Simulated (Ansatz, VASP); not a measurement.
**Cross-check of MoS2 between VASP and Ansatz**

Aim: how closely do two programs agree when they are given the same cell, functional and k mesh? The cell comes out of the VASP series on this material, whose earlier steps may have relaxed, scaled or displaced it; both programs get it as it stands.

Main program and level: Ansatz 0.2.0; plane waves, with VASP 6.6.1 beside it; band structure at PBE and dielectric response at PBE.

## 1. The starting structure

The structure is hexagonal, space group P6_3/mmc (No. 194). Conventional cell: a = 3.183 Å, b = 3.183 Å, c = 13.525 Å, α = 90.00°, β = 90.00°, γ = 120.00°. Nearest to Mo lie 6 S at 2.41 Å. Nearest to S lie 3 Mo at 2.41 Å. Farther neighbours and most contacts between anions are not listed.

Structure file:

```cif
data_structure
_symmetry_space_group_name_H-M 'P 1'
_symmetry_Int_Tables_number 1
_cell_length_a 3.1830
_cell_length_b 3.1830
_cell_length_c 13.5253
_cell_angle_alpha 90.000
_cell_angle_beta 90.000
_cell_angle_gamma 120.000
_cell_volume 118.67
loop_
_atom_site_label
_atom_site_type_symbol
_atom_site_fract_x
_atom_site_fract_y
_atom_site_fract_z
_atom_site_occupancy
Mo1 Mo 0.33333 0.66667 0.25000 1
Mo2 Mo 0.66667 0.33333 0.75000 1
S3 S 0.33333 0.66667 0.63451 1
S4 S 0.66667 0.33333 0.13451 1
S5 S 0.33333 0.66667 0.86549 1
S6 S 0.66667 0.33333 0.36549 1
```

## 2. Ansatz: band structure, PBE

Ansatz runs on its default PAW (the set named soft_2) files.

The same path points are solved in both programs, so levels can be compared one by one.

Contents of input.yaml:

```yaml
crystal:
  lattice:
    - [3.1830027894, 0.0, 0.0]
    - [-1.5915013947, 2.7565612759, 0.0]
    - [0.0, 0.0, 13.5252523405]
  atoms:
    - { symbol: Mo, position: [0.3333333333, 0.6666666667, 0.25] }
    - { symbol: Mo, position: [0.6666666667, 0.3333333333, 0.75] }
    - { symbol: S, position: [0.3333333333, 0.6666666667, 0.6345095549] }
    - { symbol: S, position: [0.6666666667, 0.3333333333, 0.1345095549] }
    - { symbol: S, position: [0.3333333333, 0.6666666667, 0.8654904451] }
    - { symbol: S, position: [0.6666666667, 0.3333333333, 0.3654904451] }
hamiltonian:
  xc: pbe
  pseudopotentials: { kind: paw }
kpoints:
  mp_grid: { grid: [7, 7, 2] }
  band_path:
    path:
      - [0.0, 0.0, 0.0]
      - [0.13333, 0.0, 0.0]
      - [0.3, 0.0, 0.0]
      - [0.46667, 0.0, 0.0]
      - [0.46667, 0.06667, 0.0]
      - [0.41111, 0.17778, 0.0]
      - [0.35556, 0.28889, 0.0]
      - [0.33333, 0.33333, 0.0]
      - [0.28889, 0.28889, 0.0]
      - [0.17778, 0.17778, 0.0]
      - [0.06667, 0.06667, 0.0]
      - [0.0, 0.0, 0.03333]
      - [0.0, 0.0, 0.2]
      - [0.0, 0.0, 0.36667]
      - [0.0, 0.0, 0.5]
      - [0.16667, 0.0, 0.5]
      - [0.3, 0.0, 0.5]
      - [0.46667, 0.0, 0.5]
      - [0.46667, 0.06667, 0.5]
      - [0.41111, 0.17778, 0.5]
      - [0.35556, 0.28889, 0.5]
      - [0.28889, 0.28889, 0.5]
      - [0.17778, 0.17778, 0.5]
      - [0.06667, 0.06667, 0.5]
      - [0.5, 0.0, 0.46667]
      - [0.5, 0.0, 0.3]
      - [0.5, 0.0, 0.13333]
      - [0.33333, 0.33333, 0.0]
      - [0.33333, 0.33333, 0.16667]
      - [0.33333, 0.33333, 0.33333]
      - [0.33333, 0.33333, 0.5]
    npoints: 1
scf:
  occupations: { method: gaussian, width: 0.05 }
  n_extra_bands: 9
output:
  forces: true
  stress: true
  eigenvalues: true
```

Launch:

```bash
> ansatz run input.yaml --threads 4 --pin off --max-ram 9216MiB --backend cpu --events-out ev --progress --plain --runs-dir out
```

Numbers of over 12 decimals in the logs are rounded to 6 here.

What it wrote:

```text
scf.n_extra_bands = 9 over 26 filled bands (N_el = 52.0): the run solves 35 bands
Engine: ansatz 0.2.0, aarch64-unknown-linux-gnu
Pseudopotentials: kind: paw
Pseudopotential: Mo, paw, valence charge 14, recommended cutoff 420 eV (normal), Mo.paw.azcp
Pseudopotential: S, paw, valence charge 6, recommended cutoff 420 eV (normal), S.paw.azcp
Functional definition: PBE
  parameter kappa = 0.804
  parameter beta = 0.066725
  exchange = pbe_x(kappa = kappa, mu = beta*pi^2/3)
  correlation = pbe_c(beta = beta)
Crystal: 6 atoms, lattice volume = 118.672 Å³
Basis set: ecut = 420 eV, 2361 PW (Γ), exchange–correlation on 48×48×192 points (8 copies of the dense FFT grid, shifted against one another)
Bands: 35, of which v1, the nominal top of the filled ones, is band 26 counted from 1 (25 counted from 0)
Symmetry: 24 space group operations
Space group: P63/mmc (ITA 194), of the structure as read, at distance tolerance 4.9e-5 Å
k-points: 16 of 98
Non-local potential: Mo, projectors of the file, l = 0: 3, l = 1: 2, l = 2: 2, l = 3: 1
Non-local potential: S, projectors of the file, l = 0: 2, l = 1: 2, l = 2: 2
PAW form: soft (Blöchl's): semilocal exchange-correlation on the pseudo side does not see the compensation charge
PAW one-centre angular grid: Mo, 590 points (default); XC on 64 Gauss nodes
PAW one-centre angular grid: S, 110 points (default); XC on 64 Gauss nodes
Initial density: superposition of atomic densities (neutral atoms: chi_scale 0, normalization atom), corrected by the library's trained network
Initial wavefunctions: pseudopotential atomic-orbital guess
Functional: x = pbe(κ = 0.804, μ = 0.219515), c = pbe(β = 0.066725)
SCF iter   1: F=—  HF=-13525.618122 eV  |F-HF|=—  |Δ(HF+E_count)|=         —  Δρ=5.23e-3  dr2=1.42e-2  ethr=1.77e-3  ⟨swp⟩=7.4  Hψ=2557  notcnv=0
preconditioner: auto → Resta (q_TF=auto, 2.378 Å⁻¹)  ε∞=6.8  [insulator: Δε(μ)=1.380 eV  Ē_g=8.500 eV  σ=0.050 eV  W_gap=1.00  n_scr=28 (ndim 8)  ℏωp=20.5 eV  f_vac=0.103  D(μ)=0.00/eV (n_scr^D=0)  ε∞_Penn≈6.8]
SCF iter   2: F=—  HF=-13525.626326 eV  |F-HF|=—  |Δ(HF+E_count)|=   8.20e-3  Δρ=2.97e-3  dr2=3.22e-3  ethr=2.73e-5  ⟨swp⟩=2.0  Hψ=1005  notcnv=0  defer=14
SCF iter   3: F=—  HF=-13525.630795 eV  |F-HF|=—  |Δ(HF+E_count)|=   4.47e-3  Δρ=1.21e-3  dr2=1.40e-3  ethr=6.19e-6  ⟨swp⟩=2.0  Hψ=768  notcnv=0  defer=14
SCF iter   4: F=—  HF=-13525.631632 eV  |F-HF|=—  |Δ(HF+E_count)|=   8.36e-4  Δρ=1.52e-4  dr2=3.86e-5  ethr=2.69e-6  ⟨swp⟩=2.0  Hψ=764  notcnv=0  defer=14
SCF iter   5: F=—  HF=-13525.631815 eV  |F-HF|=—  |Δ(HF+E_count)|=   1.83e-4  Δρ=6.18e-5  dr2=1.64e-5  ethr=7.41e-8  ⟨swp⟩=2.0  Hψ=832  notcnv=0  defer=14
SCF iter   6: F=—  HF=-13525.631814 eV  |F-HF|=—  |Δ(HF+E_count)|=   2.71e-7  Δρ=3.21e-5  dr2=3.74e-6  ethr=3.16e-8  ⟨swp⟩=2.2  Hψ=684  notcnv=0  defer=14
SCF iter   7: F=-13525.631815 eV  HF=-13525.631815 eV  |F-HF|=3.38e-8  |Δ(HF+E_count)|=   4.71e-7  Δρ=6.16e-6  dr2=7.54e-8  ethr=1.92e-10  ⟨swp⟩=9.5  Hψ=2847  notcnv=0
SCF 1 converged in 7 iterations: F = -13525.631815 eV  dr2 = 7.54e-8
  greatest PAW one-centre occupation: 0.998 electrons in one spin orbital (limit 2), on the Mo atom at site 1 (counted from 0), in its partial waves of l = 0
NSCF: frozen V_eff on 31 k-points
SCF converged after 7 iterations
Free energy (F): -13525.631815 eV
Harris-Foulkes:  -13525.631815 eV  (|F-HF|=3.38e-8)
Internal energy: -13525.631815 eV  (E = F + TS)
E sigma→0 (E₀):  -13525.631815 eV
Fermi energy:    9.746677 eV
--- Per-component energies (eV) ---
  E_band       = -392.909993
  E_kinetic    = 1310.222200
  E_local      = -4802.117269  (includes V_loc(G=0)·N_el)
  E_nonlocal   = 398.173596
  E_hartree    = 1908.189724
  E_xc         = -756.303063
  E_vxc        = -809.017295  (∫ρ·V_xc dr)
  E_paw        = -8802.961933  (= ΣΔE_a)
  E_vpaw       = -306.562149  (= ΣTr[D̂ρ^β])
  E_aug_tail   = 0.000086  (compensation charges beyond the density's cutoff)
  E_ewald      = -2780.835156
  E_smearing   = -0.000000  (= −TS)
  E_closure    = -0.000000  (closes the sum)
  Σ components = -13525.631815   (vs F -13525.631815, Δ=0.00e0)
--- Forces (eV/Å), atoms counted from 1 ---
  atom   1  Mo     0.00000000     0.00000000    -0.00000000
  atom   2  Mo     0.00000000    -0.00000000     0.00000000
  atom   3  S     -0.00000000    -0.00000000    -0.00691383
  atom   4  S      0.00000000     0.00000000    -0.00691383
  atom   5  S     -0.00000000    -0.00000000     0.00691383
  atom   6  S      0.00000000     0.00000000     0.00691383
  max |Σ_I F_I| component: 4.63e-18 eV/Å
--- Stress (GPa, compression-positive) ---
        0.294612       0.000000      -0.000000
        0.000000       0.294612       0.000000
       -0.000000       0.000000       0.457116
  P = ⅓ Tr σ = 0.3488 GPa (3.488 kbar)
--- Band table (eV; the first three rows and the last of 16) ---
  k-point 0: bands = [... 22 lower, 7.1634, 7.5419, 8.3515, 9.0559, 11.4172, 11.4172, 11.4249, 11.4249, ... 5 higher]
  k-point 1: bands = [... 22 lower, 7.1582, 7.1582, 8.8141, 8.8141, 11.4205, 11.4205, 11.4205, 11.4205, ... 5 higher]
  k-point 2: bands = [... 22 lower, 7.3767, 7.9366, 8.2832, 8.6672, 10.9495, 11.1680, 11.2813, 11.3060, ... 5 higher]
  k-point 15: bands = [... 22 lower, 6.7284, 6.7284, 8.4226, 8.4226, 10.5768, 10.5768, 11.7158, 11.7158, ... 5 higher]
```

The job ended after 2.6 s (4 threads of Arm Neoverse V1, shared host; peak memory 0.44 GiB).

## 3. VASP: band structure, PBE

The same cell, functional, mesh and smearing now go to VASP, with its own data sets and cutoff.

Lines of VASP's logs that name or quote its potential files are left out, and so is its time.

Contents of INCAR:

```
SYSTEM = MoS2
PREC = Accurate
ENCUT = 400
EDIFF = 1E-06
NELM = 100
ISMEAR = 0
SIGMA = 0.05
LREAL = .FALSE.
ALGO = Normal
GGA = PE
NBANDS = 42
LORBIT = 11
LWAVE = .FALSE.
LCHARG = .FALSE.
KPAR = 4
```

Contents of POSCAR:

```
MoS2
1.0
    3.1830027894      0.0000000000      0.0000000000
   -1.5915013947      2.7565612759      0.0000000000
    0.0000000000      0.0000000000     13.5252523405
Mo S
2 4
Direct
    0.3333333333      0.6666666667      0.2500000000
    0.6666666667      0.3333333333      0.7500000000
    0.3333333333      0.6666666667      0.6345095549
    0.6666666667      0.3333333333      0.1345095549
    0.3333333333      0.6666666667      0.8654904451
    0.6666666667      0.3333333333      0.3654904451
```

Contents of KPOINTS:

```
Automatic mesh
0
Gamma
7 7 2
0 0 0
```

Contents of KPOINTS_OPT:

```
Line mode
16
Line-mode
Reciprocal
  0.00000000   0.00000000   0.00000000 GAMMA
  0.50000000   0.00000000   0.00000000 M

  0.50000000   0.00000000   0.00000000 M
  0.33333333   0.33333333   0.00000000 K

  0.33333333   0.33333333   0.00000000 K
  0.00000000   0.00000000   0.00000000 GAMMA

  0.00000000   0.00000000   0.00000000 GAMMA
  0.00000000   0.00000000   0.50000000 A

  0.00000000   0.00000000   0.50000000 A
  0.50000000   0.00000000   0.50000000 L

  0.50000000   0.00000000   0.50000000 L
  0.33333333   0.33333333   0.50000000 H

  0.33333333   0.33333333   0.50000000 H
  0.00000000   0.00000000   0.50000000 A

  0.50000000   0.00000000   0.50000000 L
  0.50000000   0.00000000   0.00000000 M

  0.33333333   0.33333333   0.00000000 K
  0.33333333   0.33333333   0.50000000 H
```

Potentials, in the order of the species: Mo_sv and S (PBE family, release 64).

Launch:

```bash
> mpirun -np 4 vasp_std
```

What it wrote:

```text
[banner, memory and clock lines left out]
running    4 mpi-ranks, on    1 nodes
 distrk:  each k-point on    1 cores,    4 groups
 distr:  one band on    1 cores,    1 groups

 POSCAR found type information on POSCAR MoS
 POSCAR found :  2 types and       6 ions
 LDA part: xc-table for (Slater+PW92), standard interpolation
 POSCAR, INCAR and KPOINTS ok, starting setup
 FFT: planning ... GRIDC
 FFT: planning ... GRID_SOFT
 FFT: planning ... GRID
 WAVECAR not read
 entering main loop
       N       E                     dE             d eps       ncg     rms          rms(c)
DAV:   1     0.363233396700E+03    0.36323E+03   -0.25264E+04  1488   0.950E+02
DAV:   2    -0.296482844569E+02   -0.39288E+03   -0.37505E+03  1628   0.285E+02
DAV:   3    -0.464516282307E+02   -0.16803E+02   -0.16564E+02  1654   0.558E+01
DAV:   4    -0.467201536306E+02   -0.26853E+00   -0.26817E+00  1648   0.731E+00
DAV:   5    -0.467255826405E+02   -0.54290E-02   -0.54277E-02  1638   0.102E+00    0.333E+01
DAV:   6    -0.445077251061E+02    0.22179E+01   -0.96792E+00  1450   0.189E+01    0.120E+01
DAV:   7    -0.440719003008E+02    0.43582E+00   -0.40247E+00  1382   0.124E+01    0.811E+00
DAV:   8    -0.436872946432E+02    0.38461E+00   -0.63261E-01  1444   0.529E+00    0.237E+00
DAV:   9    -0.436914163892E+02   -0.41217E-02   -0.77427E-02  1588   0.113E+00    0.112E+00
DAV:  10    -0.436866671825E+02    0.47492E-02   -0.16312E-02  1484   0.775E-01    0.242E-01
DAV:  11    -0.436868468866E+02   -0.17970E-03   -0.11839E-03  1550   0.154E-01    0.106E-01
DAV:  12    -0.436867795111E+02    0.67376E-04   -0.18401E-04  1534   0.655E-02    0.487E-02
DAV:  13    -0.436868076374E+02   -0.28126E-04   -0.14601E-04  1374   0.513E-02    0.278E-02
DAV:  14    -0.436868112053E+02   -0.35679E-05   -0.12388E-05  1446   0.166E-02    0.517E-03
DAV:  15    -0.436868123913E+02   -0.11860E-05   -0.13572E-06  1168   0.515E-03    0.337E-03
DAV:  16    -0.436868125632E+02   -0.17195E-06   -0.33640E-07  1044   0.242E-03
   1 F= -.43686813E+02 E0= -.43686813E+02  d E =-.146076E-10
 Start KPOINTS_OPT (optional k-point list driver)
k-point batch [1-16\144]
       N       E                     dE             ncg
DAV:   1    -0.210493285268E+04   -0.14765E+05     1480
DAV:   2    -0.850207149780E+04   -0.63971E+04     1638
DAV:   3    -0.876984366876E+04   -0.26777E+03     1632
DAV:   4    -0.877442910926E+04   -0.45854E+01     1616
DAV:   5    -0.877452268952E+04   -0.93580E-01     1606
DAV:   6    -0.877452552258E+04   -0.28331E-02     1680
DAV:   7    -0.877452561980E+04   -0.97219E-04     1632
DAV:   8    -0.877452562356E+04   -0.37589E-05     1272
DAV:   9    -0.877452562378E+04   -0.22683E-06     1080
[...]
k-point batch [129-144\144]
       N       E                     dE             ncg
DAV:   1    -0.270336088406E+04   -0.32970E+05     1528
DAV:   2    -0.868841865662E+04   -0.59851E+04     1586
DAV:   3    -0.893373778571E+04   -0.24532E+03     1668
DAV:   4    -0.893720074439E+04   -0.34630E+01     1568
DAV:   5    -0.893726781172E+04   -0.67067E-01     1712
DAV:   6    -0.893726940199E+04   -0.15903E-02     1552
DAV:   7    -0.893726945069E+04   -0.48698E-04     1736
DAV:   8    -0.893726945205E+04   -0.13599E-05     1056
DAV:   9    -0.893726945224E+04   -0.19303E-06     1048
```

From OUTCAR (step 3):

```text
ion  position               nearest neighbor table
   1  0.333  0.667  0.250-   4 2.41   6 2.41   4 2.41   6 2.41   4 2.41   6 2.41
   2  0.667  0.333  0.750-   3 2.41   5 2.41   3 2.41   5 2.41   3 2.41   5 2.41
   3  0.333  0.667  0.635-   2 2.41   2 2.41   2 2.41
   4  0.667  0.333  0.135-   1 2.41   1 2.41   1 2.41
   5  0.333  0.667  0.865-   2 2.41   2 2.41   2 2.41
   6  0.667  0.333  0.365-   1 2.41   1 2.41   1 2.41

  LATTYP: Found a hexagonal cell.
 ALAT       =     3.1830027894
 C/A-ratio  =     4.2492115890

 Subroutine GETGRP returns: Found 24 space group operations
 (whereof 12 operations were pure point group operations)

The static configuration has the point symmetry D_3d.
 The point group associated with its full space group is D_6h.

 Found     16 irreducible k-points:

   k-points           NKPTS =     16   k-points in BZ     NKDIM =     16   number of bands    NBANDS=     42

   dimension x,y,z NGX =    24 NGY =   24 NGZ =   90
   dimension x,y,z NGXF=    48 NGYF=   48 NGZF=  180

   ENCUT  =  400.0 eV  29.40 Ry    5.42 a.u.   5.19  5.19 22.06*2*pi/ulx,y,z

   NELECT =      52.0000    total number of electrons

 k-points in reciprocal lattice and weights: Automatic mesh
   0.00000000  0.00000000  0.00000000       0.010
   0.14285714 -0.00000000  0.00000000       0.061
   0.28571429 -0.00000000  0.00000000       0.061
   0.42857143 -0.00000000  0.00000000       0.061
   0.14285714  0.14285714  0.00000000       0.061
   0.28571429  0.14285714  0.00000000       0.122
   0.42857143  0.14285714  0.00000000       0.061
   0.28571429  0.28571429  0.00000000       0.061
   0.00000000  0.00000000  0.50000000       0.010
[...]
0.42857143  0.14285714  0.50000000       0.061
   0.28571429  0.28571429  0.50000000       0.061

 average (electrostatic) potential at core
       1 -76.0197       2 -76.0197       3 -85.6897       4 -85.6897       5 -85.6897
       6 -85.6897

 E-fermi :   6.1858

 k-point     1 :       0.0000    0.0000    0.0000
  band No.  band energies     occupation
    ...
     22       4.0938      2.00000
     23       4.0938      2.00000
     24       4.4667      2.00000
     25       5.2790      2.00000
     26       5.9809      2.00000
     27       8.3455      0.00000
     28       8.3455      0.00000
     29       8.3535      0.00000
     30       8.3535      0.00000
     31       8.5744      0.00000
    ...

 k-point     2 :       0.1429   -0.0000    0.0000
  band No.  band energies     occupation
    ...
     22       3.6701      2.00000
     23       4.3032      2.00000
     24       4.8590      2.00000
     25       5.2105      2.00000
     26       5.5917      2.00000
     27       7.8781      0.00000
     28       8.1000      0.00000
     29       8.2112      0.00000
     30       8.2406      0.00000
     31       8.2666      0.00000
    ...

 k-point     3 :       0.2857   -0.0000    0.0000
  band No.  band energies     occupation
    ...
     22       3.9828      2.00000
     23       4.0048      2.00000
     24       4.3207      2.00000
     25       4.6729      2.00000
     26       4.7544      2.00000
     27       7.5801      0.00000
     28       7.8383      0.00000
     29       7.8945      0.00000
     30       8.1089      0.00000
     31       8.5311      0.00000
    ...

  Total       -0.0384164     -0.0384164      0.0422533      0.0000000     -0.0000000     -0.0000000
  in kB       -0.5186533     -0.5186533      0.5704546      0.0000000     -0.0000000     -0.0000000
  external PRESSURE =      -0.1556173 kB  Pullay stress =       0.0000000 kB

  energy-cutoff  :      400.00
  volume of cell :      118.67
      direct lattice vectors                 reciprocal lattice vectors
     3.183002789  0.000000000  0.000000000     0.314168748  0.181385411  0.000000000
    -1.591501395  2.756561276  0.000000000     0.000000000  0.362770822  0.000000000
     0.000000000  0.000000000 13.525252340     0.000000000  0.000000000  0.073935774

 POSITION                                       TOTAL-FORCE (eV/Angst)
 -----------------------------------------------------------------------------------
     -0.00000      1.83771      3.38131         0.000000      0.000000      0.000000
      1.59150      0.91885     10.14394        -0.000000     -0.000000      0.000000
     -0.00000      1.83771      8.58190         0.000000     -0.000000      0.002946
      1.59150      0.91885      1.81928        -0.000000      0.000000      0.002946
     -0.00000      1.83771     11.70598         0.000000     -0.000000     -0.002946
      1.59150      0.91885      4.94335        -0.000000     -0.000000     -0.002946
 -----------------------------------------------------------------------------------
    total drift:                               -0.000000      0.000000     -0.000000

  FREE ENERGIE OF THE ION-ELECTRON SYSTEM (eV)
  ---------------------------------------------------
  free  energy   TOTEN  =       -43.6868125632 eV

  energy  without entropy=      -43.6868125632  energy(sigma->0) =      -43.68681256

 total charge
# of ion       s       p       d       tot
------------------------------------------
    1        2.289   6.218   3.930  12.437
    2        2.289   6.218   3.930  12.437
    3        1.364   2.336   0.000   3.700
    4        1.364   2.336   0.000   3.700
    5        1.364   2.336   0.000   3.700
    6        1.364   2.336   0.000   3.700
--------------------------------------------------
tot         10.032  21.779   7.860  39.672

[... 3 further parts left out ...]
```

This run has no spin polarisation, although Mo can carry a moment.

## 4. Differences

Known differences besides the PAW data sets themselves: the cutoff is 420 eV in Ansatz and 400 eV in VASP; VASP leaves aspherical gradient terms in its spheres out (LASPH is not set), Ansatz keeps them. Total energies have different zeros and are not compared.

The two programs side by side:

| quantity | Ansatz | VASP | difference |
| --- | --- | --- | --- |
| pressure (GPa) | 0.35 | -0.02 | +0.36 |
| gap over the path points (eV) | 1.268 | 1.280 | -0.011 |

Levels at points of the path, from each program's valence-band top (eV; 4 filled, then empty):

| k (reciprocal lattice) | Ansatz | VASP |
| --- | --- | --- |
| 0.000 0.000 0.000 | -1.89 -1.51 -0.70 0.00 2.36 2.36 2.37 | -1.89 -1.51 -0.70 0.00 2.37 2.37 2.37 |
| 0.133 0.000 0.000 | -1.68 -1.11 -0.76 -0.34 1.96 2.12 2.24 | -1.68 -1.12 -0.76 -0.34 1.96 2.13 2.25 |
| 0.300 0.000 0.000 | -1.91 -1.72 -1.36 -1.27 1.63 1.83 1.88 | -1.90 -1.73 -1.36 -1.27 1.64 1.83 1.89 |
| 0.467 0.000 0.000 | -1.41 -1.36 -1.09 -1.03 1.83 1.85 2.25 | -1.41 -1.36 -1.09 -1.02 1.84 1.86 2.27 |
| 0.467 0.067 0.000 | -1.75 -1.70 -0.92 -0.87 1.84 1.87 2.31 | -1.75 -1.70 -0.91 -0.86 1.85 1.88 2.32 |
| 0.411 0.178 0.000 | -2.36 -2.21 -0.73 -0.66 1.67 1.72 2.64 | -2.37 -2.21 -0.72 -0.66 1.68 1.73 2.65 |
| 0.356 0.289 0.000 | -2.53 -2.43 -0.49 -0.43 1.32 1.33 2.46 | -2.54 -2.44 -0.48 -0.42 1.33 1.34 2.47 |
| 0.333 0.333 0.000 | -2.52 -2.52 -0.44 -0.38 1.27 1.27 2.43 | -2.53 -2.53 -0.44 -0.38 1.28 1.28 2.44 |
| 0.289 0.289 0.000 | -2.41 -2.27 -0.64 -0.58 1.46 1.52 2.50 | -2.42 -2.28 -0.63 -0.57 1.47 1.53 2.50 |
| 0.178 0.178 0.000 | -1.56 -1.41 -1.20 -1.20 1.31 1.77 2.03 | -1.56 -1.41 -1.20 -1.19 1.31 1.77 2.04 |

At this near-relaxed geometry the largest component of a force difference is 10 meV/Å. Among the levels compared (up to four filled and three empty ones at each point), filled levels agree within 11 meV and empty ones within 11 meV.

[end of part 1 of 2]

[Lines on the potential files, build, host, timing and source positions are cut from VASP's logs without a mark.]

[Logs are printed without paths, hosts, clocks, repeated set-up lines and the standing remarks that a program may print on its own settings, such as how far it seeks lower states.]

[Hosts, paths, dates, database ids (printed as entryN), source tags and the programs' standing remarks are cut or masked in the printed files.]
